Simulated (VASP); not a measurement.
Output of a VASP run:

### OUTCAR
```
 ion  position               nearest neighbor table
   1  0.333  0.667  0.250-   3 1.39   3 1.39   3 1.39
   2  0.667  0.333  0.750-   4 1.39   4 1.39   4 1.39
   3  0.667  0.333  0.250-   1 1.39   1 1.39   1 1.39
   4  0.333  0.667  0.750-   2 1.39   2 1.39   2 1.39
  LATTYP: Found a hexagonal cell.
 ALAT       =     2.4051660495
 C/A-ratio  =     2.8365743935
 Subroutine PRICEL returns:
 Original cell was already a primitive cell.
 Subroutine GETGRP returns: Found 24 space group operations
The static configuration has the point symmetry D_3d.
 The point group associated with its full space group is D_6h.
The dynamic configuration has the point symmetry D_3d.
 Subroutine INISYM returns: Found 24 space group operations
 Subroutine IBZKPT returns following result:
 Found     42 irreducible k-points:

 Following reciprocal coordinates:
            Coordinates               Weight
  0.000000  0.000000  0.000000      1.000000
  0.100000 -0.000000  0.000000      6.000000
  0.200000 -0.000000  0.000000      6.000000
  0.300000 -0.000000  0.000000      6.000000
  0.400000  0.000000  0.000000      6.000000
  0.500000  0.000000  0.000000      3.000000
  0.100000  0.100000  0.000000      6.000000
  0.200000  0.100000  0.000000     12.000000
  0.300000  0.100000  0.000000     12.000000
  0.400000  0.100000  0.000000     12.000000
  0.200000  0.200000  0.000000      6.000000
  0.300000  0.200000  0.000000     12.000000
  0.400000  0.200000  0.000000      6.000000
  0.300000  0.300000  0.000000      6.000000
  0.000000  0.000000  0.250000      2.000000
  0.100000 -0.000000  0.250000     12.000000
  0.200000 -0.000000  0.250000     12.000000
  0.300000 -0.000000  0.250000     12.000000
  0.400000  0.000000  0.250000     12.000000
  0.500000  0.000000  0.250000      6.000000
  0.100000  0.100000  0.250000     12.000000
  0.200000  0.100000  0.250000     24.000000
  0.300000  0.100000  0.250000     24.000000
  0.400000  0.100000  0.250000     24.000000
  0.200000  0.200000  0.250000     12.000000
  0.300000  0.200000  0.250000     24.000000
  0.400000  0.200000  0.250000     12.000000
  0.300000  0.300000  0.250000     12.000000
  0.000000  0.000000  0.500000      1.000000
  0.100000 -0.000000  0.500000      6.000000
  0.200000 -0.000000  0.500000      6.000000
  0.300000 -0.000000  0.500000      6.000000
  0.400000  0.000000  0.500000      6.000000
  0.500000  0.000000  0.500000      3.000000
  0.100000  0.100000  0.500000      6.000000
  0.200000  0.100000  0.500000     12.000000
  0.300000  0.100000  0.500000     12.000000
  0.400000  0.100000  0.500000     12.000000
  0.200000  0.200000  0.500000      6.000000
  0.300000  0.200000  0.500000     12.000000
   k-points           NKPTS =     42   k-points in BZ     NKDIM =     42   number of bands    NBANDS=     12
   number of dos      NEDOS =    301   number of ions     NIONS =      4
   total plane-waves  NPLWV =  22400
   dimension x,y,z NGX =    20 NGY =   20 NGZ =   56
   dimension x,y,z NGXF=    40 NGYF=   40 NGZF=  112
   ions per type =               2   2
   PREC   = accura    normal or accurate (medium, high low for compatibility)
   ISTART =      0    job   : 0-new  1-cont  2-samecut
   ICHARG =      2    charge: 1-file 2-atom 10-const
   ISPIN  =      1    spin polarized calculation?
   LNONCOLLINEAR =      F non collinear calculations
   LSORBIT =      F    spin-orbit coupling
   INIWAV =      1    electr: 0-lowe 1-rand  2-diag
   ENCUT  =  600.0 eV  44.10 Ry    6.64 a.u.   4.80  4.80 13.63*2*pi/ulx,y,z
   NELM   =    100;   NELMIN=  2; NELMDL= -5     # of ELM steps
   EDIFF  = 0.1E-06   stopping-criterion for ELM
   LREAL  =      F    real-space projection
   NLSPLINE    = F    spline interpolate recip. space projectors
   LMAXMIX     =    2 max onsite mixed and CHGCAR
   VOSKOWN=      0    Vosko Wilk Nusair interpolation
...
```

File OSZICAR:
```
       N       E                     dE             d eps       ncg     rms          rms(c)
DAV:   1     0.781577225852E+02    0.78158E+02   -0.91942E+03  1008   0.139E+03
DAV:   2    -0.354654210638E+02   -0.11362E+03   -0.10330E+03  1416   0.311E+02
DAV:   3    -0.405137235888E+02   -0.50483E+01   -0.50138E+01  1264   0.695E+01
DAV:   4    -0.405610068388E+02   -0.47283E-01   -0.47265E-01  1272   0.715E+00
DAV:   5    -0.405616301639E+02   -0.62333E-03   -0.62324E-03  1272   0.807E-01    0.122E+01
DAV:   6    -0.367191475157E+02    0.38425E+01   -0.80856E+00  1204   0.251E+01    0.569E+00
DAV:   7    -0.362441866705E+02    0.47496E+00   -0.77652E-01  1268   0.794E+00    0.332E+00
DAV:   8    -0.361407374172E+02    0.10345E+00   -0.31740E-01  1188   0.455E+00    0.438E-01
DAV:   9    -0.361376113379E+02    0.31261E-02   -0.15529E-02  1216   0.116E+00    0.205E-01
DAV:  10    -0.361384565985E+02   -0.84526E-03   -0.93174E-04  1200   0.280E-01    0.338E-02
DAV:  11    -0.361385600193E+02   -0.10342E-03   -0.10958E-04  1296   0.988E-02    0.249E-02
DAV:  12    -0.361385637319E+02   -0.37126E-05   -0.30919E-05  1204   0.488E-02    0.287E-03
DAV:  13    -0.361385638322E+02   -0.10038E-06   -0.11149E-06  1292   0.953E-03    0.115E-03
DAV:  14    -0.361385638825E+02   -0.50290E-07   -0.13514E-07  1016   0.313E-03
   1 F= -.36138564E+02 E0= -.36138564E+02  d E =-.803584E-11
```

File OUTCAR:
```
------------------------ aborting loop because EDIFF is reached ----------------------------------------
  FORCE on cell =-STRESS in cart. coord.  units (eV):
  Direction    XX          YY          ZZ          XY          YZ          ZX
  --------------------------------------------------------------------------------------
  Total       10.9078918     10.9078957      0.0528774      0.0000000     -0.0000000     -0.0000000
  in kB      511.3184179    511.3186015      2.4786811      0.0000000     -0.0000000     -0.0000000
  external PRESSURE =     341.7052335 kB  Pullay stress =       0.0000000 kB
  volume of cell :       34.18
      direct lattice vectors                 reciprocal lattice vectors
     1.202582863 -2.082934993  0.000000000     0.415771765 -0.240045898  0.000000000
     1.202582863  2.082934993  0.000000000     0.415771765  0.240045898  0.000000000
     0.000000000  0.000000000  6.822432428     0.000000000  0.000000000  0.146575288
  FREE ENERGIE OF THE ION-ELECTRON SYSTEM (eV)
  ---------------------------------------------------
  free  energy   TOTEN  =       -36.1385638825 eV

  energy  without entropy=      -36.1385638825  energy(sigma->0) =      -36.13856388
```
(Selected blocks of OUTCAR.)

File POSCAR:
```
BN
1
    1.2025828628    -2.0829349927     0.0000000000
    1.2025828628     2.0829349927     0.0000000000
    0.0000000000     0.0000000000     6.8224324282
B N
2 2
Direct
  0.3333330000   0.6666670000   0.2500000000
  0.6666670000   0.3333330000   0.7500000000
  0.6666670000   0.3333330000   0.2500000000
  0.3333330000   0.6666670000   0.7500000000
```

Write an INCAR and KPOINTS that could have produced this output.

Several could match; the one computed here: the input of the run itself, PBEsol GGA, plane waves, VASP's PBE PAW potentials (set 64).

### KPOINTS
```
kpoints
0
gamma
  10 10 4
0 0 0
```

INCAR:
```
SYSTEM = BN
PREC = Accurate; ENCUT = 600; LREAL = .FALSE.
LASPH = .TRUE.
EDIFF = 1E-7; NELM = 100; ALGO = Normal
ISMEAR = 0; SIGMA = 0.05
GGA = PS
ISIF = 2
LWAVE = .FALSE.; LCHARG = .FALSE.
```

POTCAR, in this order: B N (PBE.64 set). Program: vasp_std.

Without a dispersion term in the relaxation, distances and binding between the weakly bound layers, chains or molecules are unreliable, and so is what depends on them.

The compound is BN in the hex structure. This cell was strained or had an atom moved on purpose.
